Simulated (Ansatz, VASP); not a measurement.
Two plane-wave programs on HfMg2C2

```
CELL_PARAMETERS angstrom
3.42203 0.00000 0.00000
-1.71102 2.96357 0.00000
0.00000 0.00000 7.09911
ATOMIC_POSITIONS crystal
Mg 0.33333 0.66667 0.82084
Mg 0.66667 0.33333 0.17916
Hf 0.00000 0.00000 0.50000
C 0.33333 0.66667 0.31865
C 0.66667 0.33333 0.68135
```

Alike in both runs: functional PBE; k mesh 12 × 12 × 6; occupations gaussian, width 0.1 eV; no spin polarisation.

Ansatz relaxed the structure, and its values are those at the end. VASP's run is a single point on that final structure, the one shown.

|  | VASP | Ansatz |
| --- | --- | --- |
| version | VASP 6.6.1 | Ansatz 0.2.0 |
| potentials or method | VASP PAW PBE potentials, release 64 (Mg, Hf_pv, C) | scalar-relativistic, plane waves, PAW |
| plane-wave cutoff (eV) | 520 | 420 |
| valence electrons in the cell | 22 | 54 |

```tsv
	VASP	Ansatz	Ansatz less VASP
gap on the k mesh at the Fermi level (eV)	none	none	-
pressure (GPa)	-0.4	0.0	+0.42
rms of the force components (eV/Å)	0.012	0.001	-0.0115
```

A gap of «none» marks a metal or a gap that the smearing closes. The functional is the same, so the differences come from potentials, cutoffs and numerics. The two sets of potentials don't hold the same shells in valence.

Spin-orbit coupling is left out, which matters for the levels of Hf.
